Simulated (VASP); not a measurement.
```yaml
crystal:
  lattice:
    - [3.65597, 0.00000, 0.00000]
    - [0.00000, 3.65597, 0.00000]
    - [0.00000, 0.00000, 5.30615]
  atoms:
    - { symbol: Zr, position: [0.00000, 0.00000, 0.00000] }
    - { symbol: Zr, position: [0.50000, 0.50000, 0.50000] }
    - { symbol: O, position: [0.00000, 0.50000, 0.30177] }
    - { symbol: O, position: [0.00000, 0.50000, 0.80177] }
    - { symbol: O, position: [0.50000, 0.00000, 0.19823] }
    - { symbol: O, position: [0.50000, 0.00000, 0.69823] }
```

Calculation: PBE GGA, VASP's PBE PAW potentials (set 64) (plane waves; VASP 6.6.1). Settings: 400 eV cut-off, 7×7×5 Γ-centred mesh, Gaussian smearing of 0.010 eV, potentials Zr_sv O.

At this cut-off the stress carries a Pulay error, which pulls relaxed volumes low.

Give the force on each atom (eV/Å).

| atom | Fx | Fy | Fz |
|---|---|---|---|
| Zr1 | 0.000 | 0.000 | 0.000 |
| Zr2 | 0.000 | 0.000 | 0.000 |
| O3 | 0.000 | 0.000 | 0.225 |
| O4 | 0.000 | 0.000 | 0.225 |
| O5 | 0.000 | 0.000 | -0.225 |
| O6 | 0.000 | 0.000 | -0.225 |

Give the stress tensor in GPa (positive for a compressed cell).

```
-12.05    0.00    0.00
  0.00  -12.05    0.00
  0.00    0.00  -11.20
```
The pressure is its mean diagonal, -11.77 GPa.

The structure comes from a computed database's ZrO2 entry; how it stands against other phases isn't given here. The cell was not relaxed at this level.
